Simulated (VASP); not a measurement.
The system is MoS2.

```xyz
6
Lattice="3.1610 0.0000 0.0000 -1.5805 2.7375 0.0000 0.0000 0.0000 12.2950" Properties=species:S:1:pos:R:3 pbc="T T T"
Mo    0.0000    1.8250    3.0737
Mo    1.5805    0.9125    9.2212
S     1.5805    0.9125    4.6388
S     1.5805    0.9125    1.5087
S     0.0000    1.8250   10.7863
S     0.0000    1.8250    7.6562
```

The cell was built by a generator and needn't be a form met in nature.

Program: VASP 6.6.1. Alike in all runs: task single point; potentials or basis VASP PAW PBE potentials, release 64 (Mo_sv, S); no spin polarisation; cell as given; k mesh 8 × 8 × 2; cutoff (eV) 520; smearing fermi-dirac 0.05 eV.

Q: Order these runs on this cell by their pressure, lowest first.
A. level PBE+TS
B. level vdW-DF
C. level rev-vdW-DF2
D. level PBE

A: A (-0.7 GPa), C (1.0 GPa), D (2.7 GPa), B (8.4 GPa).

Caveats: the PAW data sets were made with another functional, which shifts forces and pressure a little (some runs); this functional lacks dispersion, which binds the layers, so the pressure and a relaxed spacing across them are unreliable (some runs).
